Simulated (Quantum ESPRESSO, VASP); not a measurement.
## ErH: energy against volume and a worked fit

The structure is cubic, space group Fm-3m (No. 225). Conventional cell: a = 4.872 Å, b = 4.872 Å, c = 4.872 Å, α = 90.00°, β = 90.00°, γ = 90.00°. Er (site symmetry m-3m) is surrounded by 6 H at 2.44 Å. H (site symmetry m-3m) has 6 Er at 2.44 Å as nearest neighbours.

The cell comes from a database or a generator and needn't be the stable form of this composition.

The cell was scaled at fixed shape and fractions and run with VASP, PBE PAW files Er, H, 520 eV; PBE, k mesh 9 × 9 × 9 on the cell of 2 atoms, fermi-dirac occupations of 0.05 eV, collinear spin, ferromagnetic start, no spin-orbit coupling. Energies are those that the program minimises, any entropy of the smearing included. For a metal such a mesh isn't converged to the digits shown. The magnetic state is the one that the start led to, which needn't be the lowest. Plain semilocal runs treat an open f shell poorly.

```tsv
V (Å³/atom)	energy over the lowest row (meV/atom)
13.5856	23.174
13.8747	14.139
14.1637	7.519
14.4528	?
14.7418	0.639
15.0309	0.000
15.3200	1.000
```

Task: Fit the third-order Birch-Murnaghan form, give V0, B0 and B′, and predict the energy left open.

Result: With y = (V0/V)^(2/3), E = E0 + (9 V0 B0/16) [(y - 1)³ B′ + (y - 1)² (6 - 4y)]. Least squares through the rows shown give V0 = 14.9948 Å³/atom, E0 = -0.014 meV, B0 = 47.71 GPa (1 eV/Å³ = 160.218 GPa) and B′ = 3.94, with a largest miss of 0.002 meV. At V = 14.4528 the form with these constants gives 3.085 meV; the run gave 3.080 meV an atom. Other set-ups at this level, from all their volumes (Å³/atom, GPa): Quantum ESPRESSO, SSSP 1.3 efficiency PBE: V0 14.794, B0 50.44.
